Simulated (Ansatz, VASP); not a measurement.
# Ta2NF2 in two plane-wave programs

Wanted: the spread between two codes on one cell, functional and k mesh. The structure shown is the start of the Ansatz relaxation below; VASP solves that cell, so the two are compared at the walk's first step.

Method: plane waves, with VASP 6.6.1 beside it; single point at PBE, in Ansatz 0.2.0.

### Step 1. Set-up

The cell holds 10 atoms: 2 N, 4 Ta and 4 F. Its edges and angles: a = 3.303 Å, b = 5.720 Å, c = 33.200 Å, α = 90.0°, β = 90.0°, γ = 90.0°. It derives from Ta2NF2. Vacuum lies along c.

### Step 2. Ansatz: relaxation, PBE

Ansatz runs on its default PAW (the set named soft_2) files.

The two programs are compared at the cell with which this relaxation starts, whose forces are those of its first step.

input.yaml

```yaml
crystal:
  lattice:
    - [3.302644516, 0.0, 0.0]
    - [0.0, 5.720348101, 0.0]
    - [0.0, 0.0, 33.2]
  atoms:
    - { symbol: "N", position: [0.0, -0.0094276302, 0.2947804921] }
    - { symbol: "N", position: [0.5, 0.5094276302, 0.3076291465] }
    - { symbol: Ta, position: [1.0, 0.3202629122, 0.33126582] }
    - { symbol: Ta, position: [0.5, 0.8464037544, 0.3308616314] }
    - { symbol: Ta, position: [0.5, 0.1797370878, 0.2711438186] }
    - { symbol: Ta, position: [1.0, 0.6535962456, 0.2715480072] }
    - { symbol: F, position: [0.5, 0.1621260052, 0.3735631966] }
    - { symbol: F, position: [1.0, 0.6712073281, 0.3688371662] }
    - { symbol: F, position: [1.0, 0.3378739948, 0.228846442] }
    - { symbol: F, position: [0.5, 0.8287926719, 0.2335724724] }
  periodic: [true, true, false]
kpoints:
  mp_grid: { grid: [12, 6, 1] }
hamiltonian:
  xc: pbe
scf:
  occupations: { method: methfessel_paxton, width: 0.15 }
output:
  forces: true
  stress: true
  eigenvalues: true
  write_density: true
  write_potential: true
  elf: true
  volumetric_format: npy
relax:
  adjacent_minimum: "off"
  f_tol: 0.002
  max_steps: 120
  cell: { stress_2d_tol: 0.005 }
```

Run with:

```console
$ ansatz run input.yaml --threads 8 --pin off --max-ram 14336MiB --backend cpu --events-out ev --progress --plain --runs-dir out
```

Numbers of over 12 decimals in the logs are rounded to 6 here.

What it wrote:

```text
Engine: ansatz 0.2.0, aarch64-unknown-linux-gnu
Pseudopotentials: kind: paw
Pseudopotential: N, paw, valence charge 5, recommended cutoff 420 eV (normal), N.paw.azcp
Pseudopotential: Ta, paw, valence charge 13, recommended cutoff 420 eV (normal), Ta.paw.azcp
Pseudopotential: F, paw, valence charge 7, recommended cutoff 420 eV (normal), F.paw.azcp
Functional definition: PBE
  parameter kappa = 0.804
  parameter beta = 0.066725
  exchange = pbe_x(kappa = kappa, mu = beta*pi^2/3)
  correlation = pbe_c(beta = beta)
Crystal: 10 atoms, lattice volume = 627.224 Å³
Basis set: ecut = 420 eV, 12295 PW (Γ), exchange–correlation on 48×80×450 points (8 copies of the dense FFT grid, shifted against one another)
Bands: 55, of which v1, the nominal top of the filled ones, is band 45 counted from 1 (44 counted from 0)
Symmetry: 4 space group operations
Space group: P21/m (ITA 11), of the structure as read, at distance tolerance 8.6e-5 Å
k-points: 28 of 72
Non-local potential: N, projectors of the file, l = 0: 2, l = 1: 2, l = 2: 1
Non-local potential: Ta, projectors of the file, l = 0: 3, l = 1: 2, l = 2: 2, l = 3: 1
Non-local potential: F, projectors of the file, l = 0: 2, l = 1: 2, l = 2: 1
PAW form: soft (Blöchl's): semilocal exchange-correlation on the pseudo side does not see the compensation charge
PAW one-centre angular grid: N, 110 points (default); XC on 64 Gauss nodes
PAW one-centre angular grid: Ta, 590 points (default); XC on 64 Gauss nodes
PAW one-centre angular grid: F, 110 points (default); XC on 64 Gauss nodes
Initial density: superposition of atomic densities (neutral atoms: chi_scale 0, normalization atom), corrected by the library's trained network
Initial wavefunctions: pseudopotential atomic-orbital guess
Functional: x = pbe(κ = 0.804, μ = 0.219515), c = pbe(β = 0.066725)
SCF iter   1: F=—  HF=-43734.612664 eV  |F-HF|=—  |Δ(HF+E_count)|=         —  Δρ=4.49e-3  dr2=1.34e-1  ethr=1.77e-3  ⟨swp⟩=11.4  Hψ=9804  notcnv=0
preconditioner: auto → LDOS  [metal: Δε(μ)=0.018 eV  Ē_g=8.939 eV  σ=0.150 eV  W_gap=0.10  n_scr=64 (ndim 8)  ℏωp=10.5 eV  f_vac=0.784  D(μ)=3.65/eV (n_scr^D=10)  β→1.0]
SCF iter   2: F=—  HF=-43734.600321 eV  |F-HF|=—  |Δ(HF+E_count)|=   1.23e-2  S|Δr|=    0.00e0  Δρ=1.69e-3  dr2=2.19e-2  ethr=1.49e-4  ⟨swp⟩=3.5  Hψ=4131  notcnv=0  defer=62
SCF iter   3: F=—  HF=-43734.596049 eV  |F-HF|=—  |Δ(HF+E_count)|=   4.27e-3  S|Δr|=    0.00e0  Δρ=4.89e-4  dr2=1.63e-3  ethr=2.43e-5  ⟨swp⟩=3.2  Hψ=3320  notcnv=0  defer=62
SCF iter   4: F=—  HF=-43734.595799 eV  |F-HF|=—  |Δ(HF+E_count)|=   2.49e-4  S|Δr|=    0.00e0  Δρ=2.41e-4  dr2=2.35e-4  ethr=1.81e-6  ⟨swp⟩=3.4  Hψ=3548  notcnv=0  defer=62
SCF iter   5: F=—  HF=-43734.595767 eV  |F-HF|=—  |Δ(HF+E_count)|=   3.27e-5  S|Δr|=    0.00e0  Δρ=4.40e-5  dr2=1.22e-5  ethr=2.61e-7  ⟨swp⟩=3.5  Hψ=3228  notcnv=0  defer=62
SCF iter   6: F=—  HF=-43734.595573 eV  |F-HF|=—  |Δ(HF+E_count)|=   1.93e-4  S|Δr|=    0.00e0  Δρ=1.48e-5  dr2=1.77e-6  ethr=1.35e-8  ⟨swp⟩=3.3  Hψ=3449  notcnv=0  defer=42
iter 7 did not close the SCF: its close was put off until two iterations running show no level that it waits for move by more than its bar (scf_convergence_deferred on its scf_iter line)
SCF iter   7: F=-43734.595576 eV  HF=-43734.595575 eV  |F-HF|=3.54e-7  |Δ(HF+E_count)|=   2.36e-6  S|Δr|=    0.00e0  Δρ=4.31e-6  dr2=9.88e-8  ethr=1.11e-10  ⟨swp⟩=30.8  Hψ=22433  notcnv=0
iter 8 did not close the SCF: its close was put off until two iterations running show no level that it waits for move by more than its bar (scf_convergence_deferred on its scf_iter line)
SCF iter   8: F=-43734.595576 eV  HF=-43734.595576 eV  |F-HF|=1.09e-7  |Δ(HF+E_count)|=   2.98e-7  S|Δr|=    0.00e0  Δρ=1.27e-6  dr2=6.98e-9  ethr=1.10e-10  ⟨swp⟩=14.0  Hψ=15976  notcnv=0
SCF iter   9: F=-43734.595576 eV  HF=-43734.595576 eV  |F-HF|=1.50e-8  |Δ(HF+E_count)|=   9.75e-8  S|Δr|=    0.00e0  Δρ=3.64e-7  dr2=5.63e-10  ethr=7.75e-12  ⟨swp⟩=12.9  Hψ=14969  notcnv=0
SCF 1 converged in 9 iterations: F = -43734.595576 eV  dr2 = 5.63e-10
  greatest PAW one-centre occupation: 0.999 electrons in one spin orbital (limit 2), on the Ta atom at site 4 (counted from 0), in its partial waves of l = 0
relax step   1: F+E_penalty+E_count = -43734.59557590 eV  Δ(F+E_penalty+E_count) = +0.000e0 eV  max|allowed force component| = 7.299e-1 eV/Å  Δτ_max = 0.0000 Å  P = -1.599 N/m  Ω = 627.224 Å³  fix = [c, alpha, beta]  reactions: c -0.000 N/m; alpha +0.000 N/m/rad  (9 SCF iters, dr2 threshold 1.00e-7 eV, accepted)
Crystal: 10 atoms, lattice volume = 601.196 Å³
Basis set: ecut = 420 eV, 11851 PW (Γ), exchange–correlation on 48×80×450 points (8 copies of the dense FFT grid, shifted against one another)
Initial density: handed on by an earlier stage of this run
Initial wavefunctions: those handed on with the density
iter 1 solved again at ethr=3.68e-4 eV; its pass at ethr=3.10e-3 eV (dr2=3.31e-1 eV) is discarded
[...]
SCF iter   7: F=-43736.296588 eV  HF=-43736.296588 eV  |F-HF|=5.09e-11  |Δ(HF+E_count)|=  7.49e-10  S|Δr|=    0.00e0  Δρ=4.63e-9  dr2=1.07e-13  ethr=1.00e-12  ⟨swp⟩=14.6  Hψ=10451  notcnv=0
SCF 34 converged in 7 iterations: F = -43736.296588 eV  dr2 = 1.07e-13
relax step  34: F+E_penalty+E_count = -43736.29658822 eV  Δ(F+E_penalty+E_count) = -1.556e-4 eV  max|allowed force component| = 6.386e-4 eV/Å  Δτ_max = 0.0000 Å  P = +0.000 N/m  Ω = 589.556 Å³  fix = [c, alpha, beta]  reactions: c +0.000 N/m; alpha -0.000 N/m/rad  stress off target by 2.73e-3 N/m on what of the cell is left free  SCF on the basis re-selected at this cell (its energy is not comparable with the rows above)  (7 SCF iters)
basis re-selected at this cell: Δ(F+E_penalty+E_count) = -1.556e-4 eV, ΔP = +0.001 N/m vs the last step (what re-selecting the basis moved, of the pressure what is left beyond the Pulay correction that the steps carried, after the strain that the cell walked since its last selection, with what the two solves' SCF thresholds leave and, on support functions, any second-order correction that the steps lacked; it is no m [...]
WARN: The output density's exchange-correlation potential varies sharply where the density is thin. Do not read a vacuum level from v_tot or v_xc, or from such a field of the output density. On a cell that repeats whose density bears no net charge and no dipole along the vacuum's axis use v_es (v_loc + v_h of the components); under efield.dipole_correction with no amplitude use v_es + v_field, which holds any externa [...]
SCF converged after 7 iterations
Stability not checked: this state was not tested for a lower state beside it, because cold or Methfessel-Paxton smearing, or corrected tetrahedra, fill the levels in a way that the test cannot read (fill_not_monotonic; see scf.lower_state_search)
Free energy (F): -43736.296588 eV
Harris-Foulkes:  -43736.296588 eV  (|F-HF|=5.09e-11)
Internal energy: -43736.295539 eV  (E = F + TS)
E sigma→0 (E₀):  -43736.296326 eV
Entropy (-TS):   -0.001050 eV (-0.105 meV/atom)
Fermi energy:    -4.489833 eV
--- Per-component energies (eV) ---
  E_band       = -2339.392640
  E_kinetic    = 2553.225893
  E_local      = -263770.411011  (includes V_loc(G=0)·N_el)
  E_nonlocal   = 442.848074
  E_hartree    = 130283.355614
  E_xc         = -1312.870027
  E_vxc        = -1377.705478  (∫ρ·V_xc dr)
  E_paw        = -34642.853349  (= ΣΔE_a)
  E_vpaw       = -754.070365  (= ΣTr[D̂ρ^β])
  E_aug_tail   = 0.009054  (compensation charges beyond the density's cutoff)
  E_ewald      = 122710.400213
  E_smearing   = -0.001050  (= −TS)
  E_closure    = -0.000000  (closes the sum)
  Σ components = -43736.296588   (vs F -43736.296588, Δ=0.00e0)
--- Forces (eV/Å), atoms counted from 1 ---
  atom   1  N      0.00000000    -0.00063859     0.00060042
  atom   2  N      0.00000000     0.00063859    -0.00060042
  atom   3  Ta     0.00000000    -0.00042511    -0.00013879
  atom   4  Ta     0.00000000    -0.00036816    -0.00039103
  atom   5  Ta     0.00000000     0.00042511     0.00013879
  atom   6  Ta     0.00000000     0.00036816     0.00039103
  atom   7  F      0.00000000    -0.00002876     0.00007567
  atom   8  F      0.00000000     0.00008770    -0.00000027
  atom   9  F      0.00000000     0.00002876    -0.00007567
  atom  10  F      0.00000000    -0.00008770     0.00000027
  max |Σ_I F_I| component: 5.90e-20 eV/Å
--- 2D stress c σ (N/m, compression-positive) ---
       -0.002184      -0.000000       0.000000
       -0.000000       0.002729      -0.000000
        0.000000      -0.000000       0.000000
  P = ½ c Tr σ = 0.0003 N/m
--- Band table (eV; the first three rows and the last of 28) ---
  k-point 0: bands = [... 41 lower, -7.5129, -6.4751, -6.0930, -5.6126, -4.4445, -3.6246, -3.4850, -2.8484, ... 6 higher]
  k-point 1: bands = [... 41 lower, -7.4895, -6.6353, -6.1307, -5.6385, -4.8649, -3.4886, -3.2980, -2.7879, ... 6 higher]
  k-point 2: bands = [... 41 lower, -7.2591, -6.8862, -6.3533, -5.7025, -5.2744, -3.4819, -2.9847, -2.8936, ... 6 higher]
  k-point 27: bands = [... 41 lower, -6.4804, -5.8812, -5.8812, -3.8837, -3.8837, -2.7024, -2.7024, -2.2162, ... 6 higher]
  ° read free of the cell's end (the report's vacuum.weakly_bound_levels)
--- Relaxed structure (31 steps of the walk, 31 accepted, 3 SCFs on fresh bases) ---
  F+E_penalty+E_count = -43736.29658822 eV   max|allowed force component| = 6.386e-4 eV/Å   (the final SCF, on the basis selected at the relaxed cell)
  cell:  # Å, volume = 589.5563 Å³
    - [2.829570, 0, 0]
    - [0, 6.275767, 0]
    - [0, 0, 33.2]
  atoms:
    - { symbol: N, position: [0, -0.079619, 0.281152] }
    - { symbol: N, position: [0.5, 0.579619, 0.321257] }
    - { symbol: Ta, position: [1.0, 0.338060, 0.336038] }
    - { symbol: Ta, position: [0.5, 0.898724, 0.335380] }
    - { symbol: Ta, position: [0.5, 0.161940, 0.266371] }
    - { symbol: Ta, position: [1.0, 0.601276, 0.267030] }
    - { symbol: F, position: [0.5, 0.203787, 0.378151] }
    - { symbol: F, position: [1.0, 0.821922, 0.381559] }
    - { symbol: F, position: [1.0, 0.296213, 0.224258] }
    - { symbol: F, position: [0.5, 0.678078, 0.220851] }
```

Reading the cycles: dr2 is the Hartree energy of the density residual (eV), the measure of convergence; HF is the Harris–Foulkes estimate of the energy, which meets the free energy F at convergence.

(Part 1 of 2 ends here.)

[Lines on the potential files, build, host, timing and source positions are cut from VASP's logs without a mark.]

[Logs are printed without paths, hosts, clocks, repeated set-up lines and the standing remarks that a program may print on its own settings, such as how far it seeks lower states.]

[Hosts, paths, dates, database ids (printed as entryN), source tags and the programs' standing remarks are cut or masked in the printed files.]
